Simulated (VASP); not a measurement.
Level of theory: PBEsol GGA, VASP's PBE PAW potentials (set 64) (plane waves; VASP 6.6.1).

Input for VASP

### POSCAR
```
Mg
1
    1.4444514993    -2.5018640033     0.0000000000
    1.4444514993     2.5018640033     0.0000000000
    0.0000000000     0.0000000000     4.6286567283
Mg
2
Direct
  0.3333330000   0.6666670000   0.2500000000
  0.6666670000   0.3333330000   0.7500000000
```

**INCAR**
```
SYSTEM = Mg
PREC = Accurate
ENCUT = 500
EDIFF = 1E-6
NELM = 100
ALGO = Normal
LREAL = .FALSE.
LASPH = .TRUE.
ISMEAR = 1
SIGMA = 0.1
GGA = PS
LWAVE = .FALSE.
LCHARG = .FALSE.
IBRION = 2
ISIF = 3
NSW = 40
EDIFFG = -0.02
PSTRESS = 300
```

KPOINTS:
```
Automatic mesh
0
Gamma
14 14 8
0 0 0
```

POTCAR, in this order: Mg (PBE.64 set). Program: vasp_std.

What VASP printed:

OSZICAR:
```
       N       E                     dE             d eps       ncg     rms          rms(c)
DAV:   1     0.539465522650E+00    0.53947E+00   -0.13801E+03  1440   0.476E+02
DAV:   2    -0.289515092388E+01   -0.34346E+01   -0.33142E+01  1968   0.337E+01
DAV:   3    -0.291799626715E+01   -0.22845E-01   -0.22851E-01  1992   0.360E+00
DAV:   4    -0.291806490979E+01   -0.68643E-04   -0.68644E-04  1914   0.151E-01
DAV:   5    -0.291806527621E+01   -0.36642E-06   -0.36637E-06  1986   0.928E-03    0.946E-01
DAV:   6    -0.289942219777E+01    0.18643E-01   -0.16025E-04  1734   0.151E-01    0.601E-01
DAV:   7    -0.288606800236E+01    0.13354E-01   -0.58546E-04  1584   0.250E-01    0.260E-02
DAV:   8    -0.288601120627E+01    0.56796E-04   -0.20894E-05  2238   0.395E-02    0.592E-03
DAV:   9    -0.288600886132E+01    0.23450E-05   -0.15523E-06  1626   0.102E-02    0.677E-04
DAV:  10    -0.288600899806E+01   -0.13674E-06   -0.28610E-08  1098   0.140E-03
   1 F= 0.33781432E+01 E0= 0.33781374E+01  d E =0.337814E+01
       N       E                     dE             d eps       ncg     rms          rms(c)
DAV:   1    -0.201680204028E+01    0.86921E+00   -0.76443E-01  1704   0.696E+00    0.283E-01
DAV:   2    -0.201362390077E+01    0.31781E-02   -0.23397E-03  1650   0.454E-01    0.175E-01
DAV:   3    -0.201170062886E+01    0.19233E-02   -0.52699E-04  1878   0.177E-01    0.123E-02
DAV:   4    -0.201169329992E+01    0.73289E-05   -0.57532E-06  1770   0.201E-02    0.533E-03
DAV:   5    -0.201168621868E+01    0.70812E-05   -0.16408E-06  1488   0.108E-02    0.246E-04
DAV:   6    -0.201168628957E+01   -0.70890E-07   -0.13200E-08   846   0.915E-04
   2 F= 0.33609006E+01 E0= 0.33607205E+01  d E =-.172426E-01
       N       E                     dE             d eps       ncg     rms          rms(c)
DAV:   1    -0.248525122145E+01   -0.47357E+00   -0.15331E-01  1674   0.302E+00    0.126E-01
DAV:   2    -0.248444419505E+01    0.80703E-03   -0.52549E-04  1638   0.212E-01    0.780E-02
DAV:   3    -0.248394395952E+01    0.50024E-03   -0.12569E-04  1842   0.852E-02    0.571E-03
DAV:   4    -0.248394256803E+01    0.13915E-05   -0.13888E-06  1536   0.971E-03    0.247E-03
DAV:   5    -0.248394293997E+01   -0.37194E-06   -0.37606E-07   762   0.518E-03
   3 F= 0.32913979E+01 E0= 0.32913437E+01  d E =-.867454E-01
       N       E                     dE             d eps       ncg     rms          rms(c)
DAV:   1    -0.247443391999E+01    0.95086E-02   -0.82850E-05  1728   0.707E-02    0.291E-03
DAV:   2    -0.247443399707E+01   -0.77078E-07   -0.25904E-07  1170   0.473E-03
   4 F= 0.32913982E+01 E0= 0.32913406E+01  d E =-.867450E-01
       N       E                     dE             d eps       ncg     rms          rms(c)
DAV:   1    -0.247607484678E+01   -0.16409E-02   -0.25689E-03  1824   0.322E-01    0.136E-02
DAV:   2    -0.247607328116E+01    0.15656E-05   -0.10777E-05  1536   0.238E-02    0.825E-03
DAV:   3    -0.247607173544E+01    0.15457E-05   -0.21444E-06  1536   0.682E-03    0.248E-04
DAV:   4    -0.247607174760E+01   -0.12159E-07   -0.36474E-08   804   0.161E-03
   5 F= 0.32906411E+01 E0= 0.32905047E+01  d E =-.757141E-03
       N       E                     dE             d eps       ncg     rms          rms(c)
DAV:   1    -0.247616229209E+01   -0.90557E-04   -0.29820E-05  1836   0.347E-02    0.172E-03
DAV:   2    -0.247616225636E+01    0.35732E-07   -0.12454E-07  1224   0.258E-03
   6 F= 0.32906343E+01 E0= 0.32904943E+01  d E =-.763935E-03
```

OUTCAR:
```
------------------------ aborting loop because EDIFF is reached ----------------------------------------
  FORCE on cell =-STRESS in cart. coord.  units (eV):
  Direction    XX          YY          ZZ          XY          YZ          ZX
  --------------------------------------------------------------------------------------
  Total        5.7940587      5.7940628      5.7931886      0.0000000     -0.0000000     -0.0000000
  in kB      301.4182314    301.4184429    301.3729653      0.0000000     -0.0000000     -0.0000000
  external PRESSURE =       1.4032132 kB  Pullay stress =     300.0000000 kB
  volume of cell :       30.80
      direct lattice vectors                 reciprocal lattice vectors
     1.399128643 -2.423362746 -0.000000000     0.357365281 -0.206324869 -0.000000000
     1.399128643  2.423362746  0.000000000     0.357365281  0.206324869 -0.000000000
     0.000000000  0.000000000  4.541694193     0.000000000 -0.000000000  0.220182152
 POSITION                                       TOTAL-FORCE (eV/Angst)
 -----------------------------------------------------------------------------------
      1.39913      0.80779      1.13542         0.000000     -0.000000      0.000000
      1.39913     -0.80779      3.40627        -0.000000      0.000000      0.000000
 -----------------------------------------------------------------------------------
    total drift:                               -0.000000     -0.000008      0.000001
  FREE ENERGIE OF THE ION-ELECTRON SYSTEM (eV)
  ---------------------------------------------------
  free  energy   TOTEN  =        -2.4761622564 eV

  energy  without entropy=       -2.4765824260  energy(sigma->0) =       -2.47630231
  enthalpy is  TOTEN    =         3.2906343077 eV   P V=        5.7667965641

 reached required accuracy - stopping structural energy minimisation
```
(Selected blocks of OUTCAR.)

File CONTCAR:
```
Mg
   1.00000000000000
     1.3991286426222427   -2.4233627455611821   -0.0000000000000000
     1.3991286426222427    2.4233627455611821    0.0000000000000000
     0.0000000000000000    0.0000000000000000    4.5416941929166184
  Mg
     2
Direct
     0.3333330000000032    0.6666669999999968    0.2500000000000000
     0.6666669999999968    0.3333330000000032    0.7500000000000000
```

Energy and stress use the plane-wave basis of the starting cell.

The compound is Mg in the hcp structure. This run relaxes it under an external pressure of 30 GPa. Symmetry was kept, so distortions that lower it aren't found.
